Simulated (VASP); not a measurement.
All values below come from PBE GGA, VASP's PBE PAW potentials (set 64) (plane waves; VASP 6.6.1).

VASP ran on this input.

**KPOINTS**
```
kpoints
0
Gamma
  4 4 4
```

INCAR:
```
! general
SYSTEM  = ScI3
PREC    = Normal
ENCUT   = 400
LREAL   = .FALSE.
LASPH   = .TRUE.

! electronic loop
EDIFF   = 1E-6
NELM    = 100
ALGO    = Normal
LMAXMIX = 4

! smearing
ISMEAR  = 0
SIGMA   = 0.05

! functional
GGA     = PE

! ions
ISIF    = 2

! output
LWAVE   = .FALSE.
LCHARG  = .FALSE.
```

**POSCAR**
```
ScI3
1
    5.5095830000     0.0000000000     0.0000000000
    0.0000000000     5.5095830000     0.0000000000
    0.0000000000     0.0000000000     5.5095830000
Sc I
1 3
Direct
  0.0000000000   0.0000000000   0.0000000000
  0.5000000000   0.0000000000   0.0000000000
  0.0000000000   0.0000000000   0.5000000000
  0.0000000000   0.5000000000   0.0000000000
```

POTCAR, in this order: Sc_sv I (PBE.64 set). Program: vasp_std.

Output

File OSZICAR:
```
       N       E                     dE             d eps       ncg     rms          rms(c)
DAV:   1     0.252593548133E+03    0.25259E+03   -0.11054E+04   464   0.111E+03
DAV:   2     0.987085900514E+01   -0.24272E+03   -0.23679E+03   520   0.342E+02
DAV:   3    -0.147676907537E+02   -0.24639E+02   -0.23526E+02   568   0.950E+01
DAV:   4    -0.163192472228E+02   -0.15516E+01   -0.15391E+01   584   0.270E+01
DAV:   5    -0.163795084668E+02   -0.60261E-01   -0.60192E-01   524   0.474E+00    0.891E+00
DAV:   6    -0.147686713184E+02    0.16108E+01   -0.42851E+00   568   0.238E+01    0.400E+00
DAV:   7    -0.147540533178E+02    0.14618E-01   -0.24043E-01   628   0.362E+00    0.222E+00
DAV:   8    -0.147503723049E+02    0.36810E-02   -0.53119E-02   568   0.278E+00    0.406E-01
DAV:   9    -0.147469672714E+02    0.34050E-02   -0.24761E-02   576   0.208E+00    0.159E-01
DAV:  10    -0.147467644691E+02    0.20280E-03   -0.33335E-03   544   0.791E-01    0.921E-02
DAV:  11    -0.147466956071E+02    0.68862E-04   -0.10254E-03   596   0.413E-01    0.369E-02
DAV:  12    -0.147466836861E+02    0.11921E-04   -0.46308E-05   604   0.687E-02    0.192E-02
DAV:  13    -0.147466740753E+02    0.96108E-05   -0.72747E-05   576   0.102E-01    0.117E-02
DAV:  14    -0.147466696070E+02    0.44683E-05   -0.11086E-05   576   0.432E-02    0.424E-03
DAV:  15    -0.147466695649E+02    0.42084E-07   -0.46434E-07   288   0.788E-03
   1 F= -.14746670E+02 E0= -.14746670E+02  d E =-.487089E-20
```

**OUTCAR**
```
------------------------ aborting loop because EDIFF is reached ----------------------------------------
  FORCE on cell =-STRESS in cart. coord.  units (eV):
  Direction    XX          YY          ZZ          XY          YZ          ZX
  --------------------------------------------------------------------------------------
  Total        4.9419534      4.9419534      4.9419534      0.0000000      0.0000000     -0.0000000
  in kB       47.3427021     47.3427021     47.3427021      0.0000000      0.0000000     -0.0000000
  external PRESSURE =      47.3427021 kB  Pullay stress =       0.0000000 kB
  volume of cell :      167.25
      direct lattice vectors                 reciprocal lattice vectors
     5.509583000  0.000000000  0.000000000     0.181501939  0.000000000  0.000000000
     0.000000000  5.509583000  0.000000000     0.000000000  0.181501939  0.000000000
     0.000000000  0.000000000  5.509583000     0.000000000  0.000000000  0.181501939
 POSITION                                       TOTAL-FORCE (eV/Angst)
 -----------------------------------------------------------------------------------
      0.00000      0.00000      0.00000         0.000000      0.000000      0.000000
      2.75479      0.00000      0.00000         0.000000      0.000000      0.000000
      0.00000      0.00000      2.75479         0.000000      0.000000      0.000000
      0.00000      2.75479      0.00000         0.000000      0.000000      0.000000
 -----------------------------------------------------------------------------------
    total drift:                               -0.000000     -0.000000     -0.000000
  FREE ENERGIE OF THE ION-ELECTRON SYSTEM (eV)
  ---------------------------------------------------
  free  energy   TOTEN  =       -14.7466695649 eV

  energy  without entropy=      -14.7466695649  energy(sigma->0) =      -14.74666956
```
(Selected blocks of OUTCAR.)

OUTCAR:
```
 val. band max:        1.8854992526   @ k =   0.5000   0.5000   0.5000

 cond. band min:       2.9261466763   @ k =   0.0000   0.0000   0.0000


 Fermi energy:         2.2038685346

 k-point     1 :       0.0000    0.0000    0.0000
  band No.  band energies     occupation
      1     -48.0045      2.00000
      2     -26.6574      2.00000
      3     -26.6574      2.00000
      4     -26.6574      2.00000
      5     -10.8723      2.00000
      6      -9.8895      2.00000
      7      -9.8895      2.00000
      8      -1.6319      2.00000
      9      -1.6319      2.00000
     10      -1.6319      2.00000
     11       0.7789      2.00000
     12       0.7789      2.00000
     13       0.7789      2.00000
     14       1.2826      2.00000
     15       1.2826      2.00000
     16       1.2826      2.00000
     17       2.9261      0.00000
     18       2.9261      0.00000
     19       2.9261      0.00000
     20       3.9222      0.00000

 k-point     2 :       0.2500    0.0000    0.0000
  band No.  band energies     occupation
      1     -48.0047      2.00000
      2     -26.6579      2.00000
      3     -26.6573      2.00000
      4     -26.6573      2.00000
      5     -10.7455      2.00000
      6      -9.9607      2.00000
      7      -9.8850      2.00000
      8      -1.7635      2.00000
      9      -1.4936      2.00000
     10      -1.4936      2.00000
     11       0.3352      2.00000
     12       0.3352      2.00000
     13       0.4276      2.00000
     14       0.6520      2.00000
     15       1.1214      2.00000
     16       1.1214      2.00000
     17       2.9373      0.00000
     18       3.6317      0.00000
     19       3.6317      0.00000
     20       3.9251      0.00000

 k-point     3 :       0.5000    0.0000    0.0000
  band No.  band energies     occupation
      1     -48.0048      2.00000
      2     -26.6584      2.00000
      3     -26.6571      2.00000
      4     -26.6571      2.00000
      5     -10.5780      2.00000
...
```

Unless said otherwise, spin-orbit coupling is left out, though it shifts the bands of the heavy elements here.

The structure was generated: ScI3 was put into the ReO3 type (Pm-3m), which need not be its known phase. The cell was not relaxed at this level. The run is one of a series of settings (PREC = Normal against the base run), some of them coarse on purpose.
